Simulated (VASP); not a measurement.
InP:

```
CELL_PARAMETERS angstrom
0.00000 2.93050 2.93050
2.93050 0.00000 2.93050
2.93050 2.93050 0.00000
ATOMIC_POSITIONS crystal
In 0.00000 0.00000 0.00000
P 0.25000 0.25000 0.25000
```

* Program: VASP 6.6.1
* Task: relaxation of cell and atoms
* Functional: PBE
* Potentials or basis: VASP PAW PBE potentials, release 64 (In_d, P)
* Cutoff: 600 eV
* k mesh: 8 × 8 × 8
* Occupations: gaussian, width 0.03 eV
* Spin: no spin polarisation

At the start: pressure 3.3 GPa; volume 25.17 Å³/atom.

Q: How do energy, volume and symmetry change on relaxing?

A: Over 3 steps the energy falls by 12.5 meV/atom and the volume is 26.44 Å³/atom (+5.1 %); space group F-43m (No. 216, to 0.05 Å).

Step by step:
```csv
step,energy change (eV),largest force (eV/Å),pressure (GPa),volume (Å³)
1,0.0000,0.0000,3.30,50.33
2,-0.0192,0.0000,-1.39,54.20
3,-0.0251,0.0000,0.01,52.88
```

Final structure:
```cif
data_structure
_symmetry_space_group_name_H-M 'P 1'
_symmetry_Int_Tables_number 1
_cell_length_a 4.2132
_cell_length_b 4.2132
_cell_length_c 4.2132
_cell_angle_alpha 60.000
_cell_angle_beta 60.000
_cell_angle_gamma 60.000
_cell_volume 52.88
loop_
_atom_site_label
_atom_site_type_symbol
_atom_site_fract_x
_atom_site_fract_y
_atom_site_fract_z
_atom_site_occupancy
In1 In 0.00000 0.00000 0.00000 1
P1 P 0.25000 0.25000 0.25000 1
```
